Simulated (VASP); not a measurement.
Here is the system:

```xyz
2
Lattice="1.3650 -2.3642 0.0000 1.3650 2.3642 0.0000 0.0000 0.0000 4.3200" Properties=species:S:1:pos:R:3 pbc="T T T"
Os     1.3650     0.7881     1.0800
Os     1.3650    -0.7881     3.2400
```

The numbers are results of PBE GGA, VASP's PBE PAW potentials (set 64) (plane waves; VASP), not measurements. Numerical set-up: 400 eV cut-off, 14×14×8 Γ-centred mesh, Gaussian smearing of 0.20 eV, potentials Os.

Problem. Give the stress tensor in GPa (positive for a compressed cell).

Solution. 
```
10.61   0.00   0.00
 0.00  10.61   0.00
 0.00   0.00   9.01
```
The pressure is its mean diagonal, 10.08 GPa.

The compound is Os in the hcp structure. The cell was not relaxed at this level. The run is one of a series of settings (ISMEAR = 0, SIGMA = 0.2 against the base run), some of them coarse on purpose.
